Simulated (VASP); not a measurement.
Calculation: PBEsol GGA, VASP's PBE PAW potentials (set 64) (plane waves; VASP 6.6.1).

VASP ran on this input.

### KPOINTS
```
k-points along high-symmetry lines
15
Line-mode
Reciprocal
  0.000000   0.000000   0.000000 ! GAMMA
  0.000000   0.500000   0.000000 ! X

  0.000000   0.500000   0.000000 ! X
  0.500000   0.500000   0.000000 ! M

  0.500000   0.500000   0.000000 ! M
  0.000000   0.000000   0.000000 ! GAMMA

  0.000000   0.000000   0.000000 ! GAMMA
  0.500000   0.500000   0.500000 ! R

  0.500000   0.500000   0.500000 ! R
  0.000000   0.500000   0.000000 ! X

  0.500000   0.500000   0.500000 ! R
  0.500000   0.500000   0.000000 ! M
```

### POSCAR
```
BeCd3S4
1
    5.5670728504     0.0000000000    -0.0000000000
   -0.0000000000     5.5670728504    -0.0000000000
   -0.0000000000     0.0000000000     5.5670728504
Cd S Be
3 4 1
Direct
  0.0000000000   1.0000000000   0.0000000000
  0.5000000000   0.5000000000   0.0000000000
  0.5000000000   1.0000000000   0.5000000000
  0.2215159186   0.2784840814   0.2784840814
  0.7784840814   0.7215159186   0.2784840814
  0.7784840814   0.2784840814   0.7215159186
  0.2215159186   0.7215159186   0.7215159186
  1.0000000000   0.5000000000   0.5000000000
```

**INCAR**
```
ALGO = Normal
EDIFF = 1E-7
ENCUT = 400
GGA = PS
ICHARG = 11
ISMEAR = 0
LASPH = .True.
LCHARG = .False.
LMAXMIX = 4
LORBIT = 11
LREAL = .False.
LWAVE = .False.
NELM = 100
PREC = Accurate
SIGMA = 0.05
SYSTEM = BeCd3S4
```

POTCAR, in this order: Cd S Be (PBE.64 set). Program: vasp_std. Read from the step before: CHGCAR.

Output

**OSZICAR**
```
       N       E                     dE             d eps       ncg     rms          rms(c)
DAV:   1     0.367047337025E+03    0.36705E+03   -0.26394E+04  6692   0.125E+03
DAV:   2    -0.615921036126E+01   -0.37321E+03   -0.36288E+03  7694   0.332E+02
DAV:   3    -0.294328675581E+02   -0.23274E+02   -0.23033E+02  7884   0.819E+01
DAV:   4    -0.298174379290E+02   -0.38457E+00   -0.38386E+00  7829   0.100E+01
DAV:   5    -0.298245046016E+02   -0.70667E-02   -0.70656E-02  7993   0.129E+00
DAV:   6    -0.298246459212E+02   -0.14132E-03   -0.14131E-03  7963   0.182E-01
DAV:   7    -0.298246506675E+02   -0.47463E-05   -0.47464E-05  8045   0.292E-02
DAV:   8    -0.298246508314E+02   -0.16386E-06   -0.16378E-06  7261   0.502E-03
DAV:   9    -0.298246508374E+02   -0.60081E-08   -0.60286E-08  5746   0.101E-03
   1 F= -.29824651E+02 E0= -.29824651E+02  d E =-.198812E-15
```

OUTCAR:
```
 val. band max:        1.8426837098   @ k =   0.5000   0.5000   0.0000

 cond. band min:       3.5336174470   @ k =   0.0000   0.0000   0.0000



 k-point     1 :       0.0000    0.0000    0.0000
  band No.  band energies     occupation
      1     -10.8346      2.00000
      2      -9.8403      2.00000
      3      -9.8403      2.00000
      4      -9.8403      2.00000
      5      -5.7550      2.00000
      6      -5.7550      2.00000
      7      -5.7550      2.00000
      8      -5.6603      2.00000
      9      -5.6029      2.00000
     10      -5.6029      2.00000
     11      -5.4123      2.00000
     12      -5.4123      2.00000
     13      -5.4123      2.00000
     14      -5.3468      2.00000
     15      -5.3468      2.00000
     16      -5.2128      2.00000
     17      -5.1920      2.00000
     18      -5.1920      2.00000
     19      -5.1920      2.00000
     20      -2.8026      2.00000
     21      -2.0775      2.00000
     22      -2.0775      2.00000
     23      -0.4833      2.00000
     24      -0.4833      2.00000
     25      -0.4833      2.00000
     26       0.1286      2.00000
     27       0.1286      2.00000
     28       0.1286      2.00000
     29       1.8142      2.00000
     30       1.8142      2.00000
     31       1.8142      2.00000
     32       3.5336      0.00000
     33       5.3473      0.00000
     34       5.3473      0.00000
     35       5.3473      0.00000
     36       5.7480      0.00000
     37       5.7480      0.00000

 k-point     2 :       0.0000    0.0357    0.0000
  band No.  band energies     occupation
      1     -10.8320      2.00000
      2      -9.8433      2.00000
      3      -9.8403      2.00000
      4      -9.8403      2.00000
      5      -5.7568      2.00000
      6      -5.7545      2.00000
      7      -5.7545      2.00000
      8      -5.6575      2.00000
      9      -5.6038      2.00000
     10      -5.6018      2.00000
     11      -5.4145      2.00000
     12      -5.4145      2.00000
...
```

The density is held fixed in this step, so its total energy and stress have no physical meaning.

The structure was generated: BeCd3S4 was put into an ordered model structure (P-43m), which need not be its known phase. It was relaxed first.
